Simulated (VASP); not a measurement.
**CaSc in VASP: the effect of functional**

Sheet: CaSc, a sheet with vacuum.

```
Ca Sc
1.0
     6.53667    0.00000    0.00000
     0.00000    3.20534    0.00000
     0.00000    0.00000   23.80000
Ca Sc
1 1
Direct
  0.00000 0.00000 0.29412
  0.50000 0.00000 0.29412
```

The cell was built by a generator and needn't be a form met in nature.

Alike in all runs:

* Program: VASP 6.6.1
* Task: work function
* Cutoff: 520 eV
* k mesh: 4 × 8 × 1
* Occupations: fermi-dirac, width 0.05 eV
* Spin: no spin polarisation

| functional | potentials or basis | work function (eV) |
| --- | --- | --- |
| LDA | VASP PAW LDA potentials, release 64 (Ca_sv, Sc_sv) | 3.33 |
| PBEsol | VASP PAW PBE potentials, release 64 (Ca_sv, Sc_sv) | 3.27 |
| RPBE | VASP PAW PBE potentials, release 64 (Ca_sv, Sc_sv) | 3.14 |
| revPBE | VASP PAW PBE potentials, release 64 (Ca_sv, Sc_sv) | 3.14 |
| BLYP | VASP PAW PBE potentials, release 64 (Ca_sv, Sc_sv) | ? |
| PW91 | VASP PAW PBE potentials, release 64 (Ca_sv, Sc_sv) | 3.23 |

What does the run with functional BLYP give?

Work function 2.78 eV.

Runs at the PBE level aren't shown here.
